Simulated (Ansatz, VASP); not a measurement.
## TiC: VASP beside Ansatz

One calculation is typed for both programs; each brings its own data sets and cutoff. How far apart do they land? The cell is taken from a series of VASP runs on this material, whose earlier steps may have relaxed, scaled or displaced it; both programs get it as it stands.

Main program and level: Ansatz 0.2.0; plane waves, with VASP 6.6.1 beside it; band structure at LDA.

## Step 1: Set-up

It takes space group Fm-3m (No. 225, cubic). Conventional cell: a = 4.265 Å, b = 4.265 Å, c = 4.265 Å, α = 90.00°, β = 90.00°, γ = 90.00°. Nearest to Ti lie 6 C at 2.13 Å. Nearest to C lie 6 Ti at 2.13 Å. Farther neighbours are not listed.

Structure file:

```
Ti C
1.0
     0.00000    2.13232    2.13232
     2.13232    0.00000    2.13232
     2.13232    2.13232    0.00000
Ti C
1 1
Cartesian
  0.0000 0.0000 0.0000
  2.1323 2.1323 2.1323
```

## Step 2: VASP: band structure, LDA

With cell and atoms fixed, the geometry can't cause a difference; cores, projectors, grids and the points listed under the comparison can.

Lines of VASP's logs that name or quote its potential files are left out, and so is its time.

INCAR reads:

```
SYSTEM = TiC
PREC = Accurate
ENCUT = 520
EDIFF = 1E-06
NELM = 100
ISMEAR = 0
SIGMA = 0.05
LREAL = .FALSE.
ALGO = Normal
GGA = CA
NBANDS = 20
LORBIT = 11
LWAVE = .FALSE.
LCHARG = .FALSE.
KPAR = 2
```

POSCAR reads:

```
TiC
1.0
    0.0000000000      2.1323194484      2.1323194484
    2.1323194484      0.0000000000      2.1323194484
    2.1323194484      2.1323194484      0.0000000000
Ti C
1 1
Direct
    0.0000000000      0.0000000000      0.0000000000
    0.5000000000      0.5000000000      0.5000000000
```

KPOINTS reads:

```
Automatic mesh
0
Gamma
9 9 9
0 0 0
```

KPOINTS_OPT reads:

```
Line mode
16
Line-mode
Reciprocal
  0.00000000   0.00000000   0.00000000 GAMMA
  0.50000000   0.00000000   0.50000000 X

  0.50000000   0.00000000   0.50000000 X
  0.50000000   0.25000000   0.75000000 W

  0.50000000   0.25000000   0.75000000 W
  0.37500000   0.37500000   0.75000000 K

  0.37500000   0.37500000   0.75000000 K
  0.00000000   0.00000000   0.00000000 GAMMA

  0.00000000   0.00000000   0.00000000 GAMMA
  0.50000000   0.50000000   0.50000000 L

  0.50000000   0.50000000   0.50000000 L
  0.62500000   0.25000000   0.62500000 U

  0.62500000   0.25000000   0.62500000 U
  0.50000000   0.25000000   0.75000000 W

  0.50000000   0.25000000   0.75000000 W
  0.50000000   0.50000000   0.50000000 L

  0.50000000   0.50000000   0.50000000 L
  0.37500000   0.37500000   0.75000000 K

  0.62500000   0.25000000   0.62500000 U
  0.50000000   0.00000000   0.50000000 X
```

The projector-augmented-wave data sets are Ti_sv and C (LDA family, release 64).

Launch:

```sh
mpirun -np 2 vasp_std
```

Numbers of over 12 decimals in the logs are rounded to 6 here.

The program printed:

```text
[banner, memory and clock lines left out]
running    2 mpi-ranks, on    1 nodes
 distrk:  each k-point on    1 cores,    2 groups
 distr:  one band on    1 cores,    1 groups

 POSCAR found type information on POSCAR TiC
 POSCAR found :  2 types and       2 ions
 LDA part: xc-table for (Slater(with rela. corr.)+CA(PZ))
 , standard interpolation
 POSCAR, INCAR and KPOINTS ok, starting setup
 FFT: planning ... GRIDC
 FFT: planning ... GRID_SOFT
 FFT: planning ... GRID
 WAVECAR not read
 entering main loop
       N       E                     dE             d eps       ncg     rms          rms(c)
DAV:   1     0.120722697009E+03    0.12072E+03   -0.68570E+03  1408   0.958E+02
DAV:   2    -0.187851441215E+02   -0.13951E+03   -0.12907E+03  1444   0.274E+02
DAV:   3    -0.258229944078E+02   -0.70379E+01   -0.69282E+01  1684   0.619E+01
DAV:   4    -0.259797766724E+02   -0.15678E+00   -0.15653E+00  1596   0.883E+00
DAV:   5    -0.259823344850E+02   -0.25578E-02   -0.25578E-02  1684   0.105E+00    0.189E+01
DAV:   6    -0.212231086724E+02    0.47592E+01   -0.46617E+00  1860   0.424E+01    0.705E+00
DAV:   7    -0.205790615568E+02    0.64405E+00   -0.12025E+00  1712   0.155E+01    0.526E+00
DAV:   8    -0.205407916837E+02    0.38270E-01   -0.12274E-01  1784   0.346E+00    0.260E+00
DAV:   9    -0.205404992517E+02    0.29243E-03   -0.45319E-02  1884   0.191E+00    0.796E-01
DAV:  10    -0.205392502436E+02    0.12490E-02   -0.46367E-03  1488   0.741E-01    0.658E-01
DAV:  11    -0.205370546528E+02    0.21956E-02   -0.16210E-03  1608   0.659E-01    0.167E-01
DAV:  12    -0.205369476895E+02    0.10696E-03   -0.19072E-04  1820   0.144E-01    0.464E-02
DAV:  13    -0.205369423511E+02    0.53383E-05   -0.17035E-05  1516   0.415E-02    0.253E-02
DAV:  14    -0.205369405115E+02    0.18396E-05   -0.33852E-06  1532   0.259E-02    0.400E-03
DAV:  15    -0.205369404587E+02    0.52870E-07   -0.38040E-07  1000   0.487E-03
   1 F= -.20536940E+02 E0= -.20536640E+02  d E =-.601280E-03
 Start KPOINTS_OPT (optional k-point list driver)
k-point batch [1-35\160]
       N       E                     dE             ncg
DAV:   1    -0.143202640872E+04   -0.22314E+05     1416
DAV:   2    -0.608546402867E+04   -0.46534E+04     1436
DAV:   3    -0.632183888197E+04   -0.23637E+03     1784
DAV:   4    -0.632674899232E+04   -0.49101E+01     1556
DAV:   5    -0.632681097906E+04   -0.61987E-01     1616
DAV:   6    -0.632681198068E+04   -0.10016E-02     1700
DAV:   7    -0.632681200048E+04   -0.19795E-04     1628
DAV:   8    -0.632681200086E+04   -0.38738E-06     1372
[...]
k-point batch [141-160\160]
       N       E                     dE             ncg
DAV:   1     0.991475000680E+04   -0.16198E+05      808
DAV:   2     0.720949894607E+04   -0.27053E+04      860
DAV:   3     0.707527287677E+04   -0.13423E+03     1068
DAV:   4     0.707286844744E+04   -0.24044E+01      908
DAV:   5     0.707284401302E+04   -0.24434E-01      980
DAV:   6     0.707284362582E+04   -0.38720E-03      964
DAV:   7     0.707284361809E+04   -0.77233E-05     1000
DAV:   8     0.707284361795E+04   -0.14473E-06      800
```

OUTCAR, selected parts (step 2):

```text
ion  position               nearest neighbor table
   1  0.000  0.000  0.000-   2 2.13   2 2.13   2 2.13   2 2.13   2 2.13   2 2.13
   2  0.500  0.500  0.500-   1 2.13   1 2.13   1 2.13   1 2.13   1 2.13   1 2.13

  LATTYP: Found a face centered cubic cell.
 ALAT       =     4.2646388968

 Subroutine GETGRP returns: Found 48 space group operations
 (whereof 48 operations were pure point group operations)

The static configuration has the point symmetry O_h .

 Found     35 irreducible k-points:

   k-points           NKPTS =     35   k-points in BZ     NKDIM =     35   number of bands    NBANDS=     20

   dimension x,y,z NGX =    24 NGY =   24 NGZ =   24
   dimension x,y,z NGXF=    48 NGYF=   48 NGZF=   48

   ENCUT  =  520.0 eV  38.22 Ry    6.18 a.u.   5.61  5.61  5.61*2*pi/ulx,y,z

   NELECT =      16.0000    total number of electrons

 k-points in reciprocal lattice and weights: Automatic mesh
   0.00000000  0.00000000  0.00000000       0.001
   0.11111111  0.00000000  0.00000000       0.011
   0.22222222  0.00000000  0.00000000       0.011
   0.33333333  0.00000000  0.00000000       0.011
   0.44444444  0.00000000  0.00000000       0.011
   0.11111111  0.11111111  0.00000000       0.008
   0.22222222  0.11111111  0.00000000       0.033
   0.33333333  0.11111111  0.00000000       0.033
   0.44444444  0.11111111  0.00000000       0.033
[...]
-0.33333333  0.44444444  0.11111111       0.033
  -0.33333333  0.44444444  0.22222222       0.033

 average (electrostatic) potential at core
       1 -70.4938       2 -48.1730

 E-fermi :   9.7851

 k-point     1 :       0.0000    0.0000    0.0000
  band No.  band energies     occupation
      1     -45.9543      2.00000
      2     -22.3322      2.00000
      3     -22.3322      2.00000
      4     -22.3322      2.00000
      5      -2.6246      2.00000
      6      10.4390      0.00000
      7      10.4390      0.00000
      8      10.4390      0.00000
      9      11.5472      0.00000
     10      11.5472      0.00000
    ...

 k-point     2 :       0.1111    0.0000    0.0000
  band No.  band energies     occupation
    ...
      4     -22.3390      2.00000
      5      -2.3291      2.00000
      6       9.3259      2.00000
      7       9.6641      1.99938
      8       9.6641      1.99938
      9      10.8546      0.00000
     10      10.8546      0.00000
     11      12.0695      0.00000
     12      13.5040      0.00000
     13      13.5040      0.00000
    ...

 k-point     3 :       0.2222    0.0000    0.0000
  band No.  band energies     occupation
    ...
      4     -22.3562      2.00000
      5      -1.5025      2.00000
      6       7.4724      2.00000
      7       8.2918      2.00000
      8       8.2918      2.00000
      9      11.4150      0.00000
     10      11.4150      0.00000
     11      12.6278      0.00000
     12      15.4821      0.00000
     13      15.4821      0.00000
    ...

  Total       -0.0041523     -0.0041523     -0.0041523      0.0000000      0.0000000      0.0000000
  in kB       -0.3430899     -0.3430899     -0.3430899      0.0000000      0.0000000      0.0000000
  external PRESSURE =      -0.3430899 kB  Pullay stress =       0.0000000 kB

  energy-cutoff  :      520.00
  volume of cell :       19.39
      direct lattice vectors                 reciprocal lattice vectors
     0.000000000  2.132319448  2.132319448    -0.234486442  0.234486442  0.234486442
     2.132319448  0.000000000  2.132319448     0.234486442 -0.234486442  0.234486442
     2.132319448  2.132319448  0.000000000     0.234486442  0.234486442 -0.234486442

 POSITION                                       TOTAL-FORCE (eV/Angst)
 -----------------------------------------------------------------------------------
      0.00000      0.00000      0.00000         0.000000      0.000000      0.000000
      2.13232      2.13232      2.13232        -0.000000     -0.000000     -0.000000
 -----------------------------------------------------------------------------------
    total drift:                                0.000000     -0.000000     -0.000000

  FREE ENERGIE OF THE ION-ELECTRON SYSTEM (eV)
  ---------------------------------------------------
  free  energy   TOTEN  =       -20.5369404587 eV

  energy  without entropy=      -20.5363391782  energy(sigma->0) =      -20.53663982

 total charge
# of ion       s       p       d       tot
------------------------------------------
    1        2.211   6.275   2.040  10.526
    2        0.892   1.528   0.000   2.420
--------------------------------------------------
tot          3.103   7.803   2.040  12.946

[... 3 further parts left out ...]
```

The run ends at a pressure of -0.03 GPa.

## Step 3: Ansatz: band structure, LDA

Ansatz runs on its default PAW (the set named soft_2) files.

The same cell, functional (in two slightly different forms), mesh and smearing now go to Ansatz, which takes its cutoff from its data sets.

input.yaml reads:

```yaml
crystal:
  lattice:
    - [0.0, 2.1323194484, 2.1323194484]
    - [2.1323194484, 0.0, 2.1323194484]
    - [2.1323194484, 2.1323194484, 0.0]
  atoms:
    - { symbol: Ti, position: [0.0, 0.0, 0.0] }
    - { symbol: C, position: [0.5, 0.5, 0.5] }
hamiltonian:
  xc: lda
  pseudopotentials: { kind: paw }
kpoints:
  mp_grid: { grid: [9, 9, 9] }
  band_path:
    path:
      - [0.0, 0.0, 0.0]
      - [0.16667, 0.0, 0.16667]
      - [0.33333, 0.0, 0.33333]
      - [0.5, 0.0, 0.5]
      - [0.5, 0.08333, 0.58333]
      - [0.5, 0.18333, 0.68333]
      - [0.5, 0.25, 0.75]
      - [0.45, 0.3, 0.75]
      - [0.40833, 0.34167, 0.75]
      - [0.35, 0.35, 0.7]
      - [0.225, 0.225, 0.45]
      - [0.075, 0.075, 0.15]
      - [0.03333, 0.03333, 0.03333]
      - [0.23333, 0.23333, 0.23333]
      - [0.4, 0.4, 0.4]
      - [0.51667, 0.46667, 0.51667]
      - [0.55833, 0.38333, 0.55833]
      - [0.60833, 0.28333, 0.60833]
      - [0.60833, 0.25, 0.64167]
      - [0.55833, 0.25, 0.69167]
      - [0.51667, 0.25, 0.73333]
      - [0.5, 0.3, 0.7]
      - [0.5, 0.38333, 0.61667]
      - [0.5, 0.48333, 0.51667]
      - [0.475, 0.475, 0.55]
      - [0.425, 0.425, 0.65]
      - [0.38333, 0.38333, 0.73333]
      - [0.59167, 0.18333, 0.59167]
      - [0.55, 0.1, 0.55]
      - [0.5, 0.0, 0.5]
    npoints: 1
scf:
  occupations: { method: gaussian, width: 0.05 }
  n_extra_bands: 7
output:
  forces: true
  stress: true
  eigenvalues: true
```

Launch:

```sh
ansatz run input.yaml --threads 2 --pin off --max-ram 4608MiB --backend cpu --events-out ev --progress --plain --runs-dir out
```

The program printed:

```text
scf.n_extra_bands = 7 over 8 filled bands (N_el = 16.0): the run solves 15 bands
Engine: ansatz 0.2.0, aarch64-unknown-linux-gnu
Pseudopotentials: kind: paw
Pseudopotential: Ti, paw, valence charge 12, recommended cutoff 420 eV (normal), Ti.paw.azcp
Pseudopotential: C, paw, valence charge 4, recommended cutoff 420 eV (normal), C.paw.azcp
Functional definition: SPW92
  exchange = slater_x
  correlation = pw_c
Crystal: 2 atoms, lattice volume = 19.390 Å³
Basis set: ecut = 420 eV, 339 PW (Γ)
Bands: 15, of which v1, the nominal top of the filled ones, is band 8 counted from 1 (7 counted from 0)
Symmetry: 48 space group operations
Space group: Fm-3m (ITA 225), of the structure as read, at distance tolerance 2.7e-5 Å
k-points: 35 of 729
Non-local potential: Ti, projectors of the file, l = 0: 3, l = 1: 2, l = 2: 3, l = 3: 1
Non-local potential: C, projectors of the file, l = 0: 2, l = 1: 2, l = 2: 1
PAW form: soft (Blöchl's): semilocal exchange-correlation on the pseudo side does not see the compensation charge
PAW frozen core: Ti, regenerated for the run's functional, and the local potential with it (the file was generated under x = pbe(κ = 0.804, μ = 0.219515), c = pbe(β = 0.066725))
PAW frozen core: C, regenerated for the run's functional, and the local potential with it (the file was generated under x = pbe(κ = 0.804, μ = 0.219515), c = pbe(β = 0.066725))
PAW one-centre angular grid: Ti, 590 points (default); XC on 64 Gauss nodes
PAW one-centre angular grid: C, 110 points (default); XC on 64 Gauss nodes
Initial density: superposition of atomic densities (neutral atoms: chi_scale 0, normalization atom), corrected by the library's trained network
Initial wavefunctions: pseudopotential atomic-orbital guess
Functional: x = slater, c = lda
SCF iter   1: F=—  HF=-2695.179240 eV  |F-HF|=—  |Δ(HF+E_count)|=         —  Δρ=1.02e-2  dr2=2.38e-2  ethr=1.77e-3  ⟨swp⟩=4.7  Hψ=2379  notcnv=0
preconditioner: auto → none  [insulator: Δε(μ)=0.147 eV  Ē_g=11.428 eV  σ=0.050 eV  W_gap=0.55  n_scr=8 (ndim 8)  ℏωp=23.9 eV  f_vac=0.000  D(μ)=0.69/eV (n_scr^D=0)  ε∞_Penn≈5.4]
SCF iter   2: F=—  HF=-2695.175791 eV  |F-HF|=—  |Δ(HF+E_count)|=   3.45e-3  Δρ=5.62e-3  dr2=7.65e-3  ethr=1.49e-4  ⟨swp⟩=2.0  Hψ=888  notcnv=0  defer=32
SCF iter   3: F=—  HF=-2695.174420 eV  |F-HF|=—  |Δ(HF+E_count)|=   1.37e-3  Δρ=5.54e-4  dr2=6.47e-5  ethr=4.78e-5  ⟨swp⟩=1.7  Hψ=505  notcnv=0  defer=32
SCF iter   4: F=—  HF=-2695.174402 eV  |F-HF|=—  |Δ(HF+E_count)|=   1.88e-5  Δρ=9.86e-5  dr2=5.73e-7  ethr=4.05e-7  ⟨swp⟩=2.2  Hψ=579  notcnv=0  defer=32
iter 5 did not close the SCF: its close was put off for the readings that it lacked (scf_convergence_deferred on its scf_iter line)
SCF iter   5: F=-2695.174402 eV  HF=-2695.174402 eV  |F-HF|=1.09e-8  |Δ(HF+E_count)|=   1.48e-7  Δρ=7.36e-6  dr2=1.18e-8  ethr=3.58e-9  ⟨swp⟩=2.0  Hψ=614  notcnv=0  defer=32
SCF iter   6: F=-2695.174402 eV  HF=-2695.174402 eV  |F-HF|=4.55e-12  |Δ(HF+E_count)|=   2.31e-9  Δρ=4.86e-7  dr2=2.14e-11  ethr=7.38e-11  ⟨swp⟩=4.8  Hψ=1909  notcnv=0
SCF 1 converged in 6 iterations: F = -2695.174402 eV  dr2 = 2.14e-11
  greatest PAW one-centre occupation: 0.999 electrons in one spin orbital (limit 2), on the Ti atom at site 0 (counted from 0), in its partial waves of l = 0
NSCF: frozen V_eff on 30 k-points
SCF converged after 6 iterations
Free energy (F): -2695.174402 eV
Harris-Foulkes:  -2695.174402 eV  (|F-HF|=4.55e-12)
Internal energy: -2695.173835 eV  (E = F + TS)
E sigma→0 (E₀):  -2695.174118 eV
Entropy (-TS):   -0.000567 eV (-0.284 meV/atom)
Fermi energy:    15.178960 eV
--- Per-component energies (eV) ---
  E_band       = -99.505203
  E_kinetic    = 364.792425
  E_local      = -752.171257  (includes V_loc(G=0)·N_el)
  E_nonlocal   = 37.132434
  E_hartree    = 306.266058
  E_xc         = -147.060316
  E_vxc        = -184.482094  (∫ρ·V_xc dr)
  E_paw        = -1089.434914  (= ΣΔE_a)
  E_vpaw       = -177.309051  (= ΣTr[D̂ρ^β])
  E_aug_tail   = 0.000148  (compensation charges beyond the density's cutoff)
  E_ewald      = -1415.087197
  E_core_change = 0.388783  (= ΣΔE_core)
  E_smearing   = -0.000567  (= −TS)
  E_closure    = 0.000000  (closes the sum)
  Σ components = -2695.174402   (vs F -2695.174402, Δ=0.00e0)
--- Forces (eV/Å), atoms counted from 1 ---
  atom   1  Ti    -0.00000000     0.00000000     0.00000000
  atom   2  C      0.00000000    -0.00000000    -0.00000000
  max |Σ_I F_I| component: 5.92e-30 eV/Å
--- Stress (GPa, compression-positive) ---
       -0.717332       0.000000      -0.000000
        0.000000      -0.717332       0.000000
       -0.000000       0.000000      -0.717332
  P = ⅓ Tr σ = -0.7173 GPa (-7.173 kbar)
--- Band table (eV; the first three rows and the last of 35) ---
  k-point 0: bands = [... 4 lower, 2.7546, 15.8414, 15.8414, 15.8414, 16.9434, 16.9434, 16.9434, 17.0132, ... 3 higher]
  k-point 1: bands = [... 4 lower, 3.0512, 14.7233, 15.0625, 15.0625, 16.2576, 16.2576, 17.4679, 18.9074, ... 3 higher]
  k-point 2: bands = [... 4 lower, 3.8805, 12.8667, 13.6875, 13.6875, 16.8188, 16.8188, 18.0284, 20.8863, ... 3 higher]
  k-point 34: bands = [... 4 lower, 5.7581, 11.5663, 12.1022, 12.6255, 17.7319, 18.3240, 19.0105, 20.5291, ... 3 higher]
```

The job ended after 0.77 s (2 threads of Arm Neoverse V1, shared host; peak memory 0.27 GiB; 1.3 s of CPU time).

The column dr2 measures how far the density is from self-consistency, as an energy; F and HF (Harris–Foulkes) agree once it is small.

## Step 4: Comparison

Known differences besides the potentials themselves: the two LDA forms differ slightly; the cutoff is 420 eV in Ansatz and 520 eV in VASP; VASP's log shows a relativistic correction to its local exchange, Ansatz's none. Total energies have different zeros and are not compared.

Both answers:

```
                                        quantity  Ansatz   VASP  difference
                                  pressure (GPa)   -0.72  -0.03       -0.68
pressure without Ansatz's Pulay correction (GPa)   -1.08  -0.03       -1.04
```

Levels from 3 eV below to 2 eV above the Fermi level differ by 5 meV r.m.s. and 14 meV at most; each VASP level is matched to the nearest of Ansatz, which flatters the figure a little. Ansatz's pressure holds a Pulay correction of 0.36 GPa; VASP's holds none.

## Step 5: Summary of results

```
r.m.s. difference of levels near the Fermi level (band structure, LDA) : 5.2 meV
difference in pressure (band structure, LDA)                           : -0.68 GPa
```

**Reading.** The difference in pressure is -0.68 GPa (band structure, LDA), within the 1 GPa picked in this series as the mark of a large difference. 1 further run of this series is not shown here. How closely two codes agree says nothing of how well the functional describes the real material.

[Lines on the potential files, build, host, timing and source positions are cut from VASP's logs without a mark.]

[Logs are printed without paths, hosts, clocks, repeated set-up lines and the standing remarks that a program may print on its own settings, such as how far it seeks lower states.]

[Hosts, paths, dates, database ids (printed as entryN), source tags and the programs' standing remarks are cut or masked in the printed files.]
